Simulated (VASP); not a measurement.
Given:

```yaml
crystal:
  lattice:
    - [4.42761, 0.00000, 0.00000]
    - [-2.21381, 3.83442, 0.00000]
    - [0.00000, 0.00000, 7.60520]
  atoms:
    - { symbol: Ba, position: [0.00000, 0.00000, 0.00000] }
    - { symbol: Cd, position: [0.66667, 0.33333, 0.36958] }
    - { symbol: Cd, position: [0.33333, 0.66667, 0.63042] }
    - { symbol: P, position: [0.66667, 0.33333, 0.73195] }
    - { symbol: P, position: [0.33333, 0.66667, 0.26805] }
```

Level of theory: r2SCAN meta-GGA, VASP's PBE PAW potentials (set 64) (plane waves; VASP). Numerical set-up: 400 eV cut-off, 7×7×4 Γ-centred mesh, tetrahedra with Blöchl corrections, potentials Ba_sv Cd P.

Unless said otherwise, spin-orbit coupling is left out, though it shifts the bands of the heavy elements here.

Q: Give the energies of bands 17 to 25 at the high-symmetry points, in eV from the valence-band maximum.

A: 
| band | Γ | M | K | A | L | H |
|---|---|---|---|---|---|---|
| 17 | -4.24 | -4.75 | -4.30 | -3.51 | -4.31 | -4.16 |
| 18 | -1.12 | -3.76 | -4.30 | -1.46 | -4.30 | -4.16 |
| 19 | -1.12 | -1.92 | -3.40 | -0.68 | -2.41 | -2.92 |
| 20 | -0.09 | -1.84 | -1.60 | -0.68 | -2.23 | -2.09 |
| 21 | 0.00 | -1.82 | -1.60 | -0.65 | -0.75 | -1.70 |
| 22 | 0.00 | -1.30 | -1.41 | -0.65 | -0.72 | -1.70 |
| 23 | 1.15 | 1.29 | 3.27 | 1.06 | 1.36 | 2.70 |
| 24 | 1.20 | 3.34 | 3.27 | 2.17 | 2.40 | 2.70 |
| 25 | 2.33 | 3.38 | 3.72 | 3.18 | 2.78 | 4.53 |

The gap is indirect, 1.06 eV, from the valence maximum at Γ to the conduction minimum at A.

The structure comes from a computed database's BaCd2P2 entry (P-3m1); how it stands against other phases isn't given here. It was relaxed first.
